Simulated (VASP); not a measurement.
Given:

```xyz
4
Lattice="5.5763 0.0000 0.0000 0.0000 5.5763 0.0000 0.0000 0.0000 25.9571" Properties=species:S:1:pos:R:3 pbc="T T T"
Rb     2.7882     0.0000     8.7963
Rb     0.0000     2.7882    11.5845
Rb     2.7882     0.0000    14.3726
Rb     0.0000     2.7882    17.1608
```

These are PBEsol GGA, VASP's PBE PAW potentials (set 64) (plane waves; VASP) values and carry that method's errors. Numerical set-up: PREC = Normal, 400 eV cut-off, 5×5×1 Γ-centred mesh, first-order Methfessel-Paxton smearing of 0.10 eV, potentials Rb_sv.

Question: Estimate the energy per atom (σ→0), band gap (on the k-mesh) with the smallest direct gap where there is one.

Answer: 
```json
{
  "band gap (on the k-mesh)": "none (metal, semimetal or under 0.01 eV)",
  "energy per atom (σ→0)": "-0.919 eV/atom"
}
```

The absolute energy has meaning only against runs of the same code, potentials and settings.

The cell is a thin slab with vacuum, built from Rb (bcc): (100) face.
